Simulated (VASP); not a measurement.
Here is a VASP 6.6.1 calculation.

Contents of INCAR:

```
SYSTEM = C
  PREC = Accurate
  ENCUT = 520
  EDIFF = 1E-7
  ISMEAR = 0
  SIGMA = 0.02
  LREAL = .FALSE.
  LASPH = .TRUE.
  NELM = 80
  ALGO = Normal
  ISIF = 3
  LWAVE = .FALSE.
  LCHARG = .FALSE.
  GGA = PE
  IBRION = 2
  NSW = 80
  EDIFFG = -0.002
```

Contents of KPOINTS:

```
Automatic mesh
0
G
  15 15 4
  0 0 0
```

Contents of POSCAR:

```
C
1.0
    2.4672912600      0.0000000000      0.0000000000
   -1.2336456300      2.1367369100      0.0000000000
    0.0000000000      0.0000000000      7.8030730000
C
4
Direct
    0.0000000000      0.0000000000      0.2500000000
    0.0000000000      0.0000000000      0.7500000000
    0.3333333300      0.6666666700      0.2500000000
    0.6666666700      0.3333333300      0.7500000000
```

Potentials or basis: VASP PAW PBE potentials, release 64 (C).

The run is started by

```sh
$ cat potpaw_PBE.64/C/POTCAR > POTCAR
$ mpirun -np 1 vasp_std > vasp.out
```

Estimate the space group after relaxing (to 0.05 Å).

P6_3/mmc (No. 194).

What does it give for the band gap on the k mesh?

None (metal or under the smearing width).

Predict the relaxed volume.

10.82 Å³/atom.

Estimate the relaxed cell.

a = 2.468 Å, b = 2.468 Å, c = 8.208 Å, α = 90.00°, β = 90.00°, γ = 120.00°.

Final structure:
```
CELL_PARAMETERS angstrom
2.46795 0.00000 0.00000
-1.23397 2.13731 0.00000
0.00000 0.00000 8.20783
ATOMIC_POSITIONS crystal
C 0.00000 0.00000 0.25000
C 0.00000 0.00000 0.75000
C 0.33333 0.66667 0.25000
C 0.66667 0.33333 0.75000
```

Caveat: this functional lacks dispersion, which binds the layers, so the pressure and a relaxed spacing across them are unreliable.
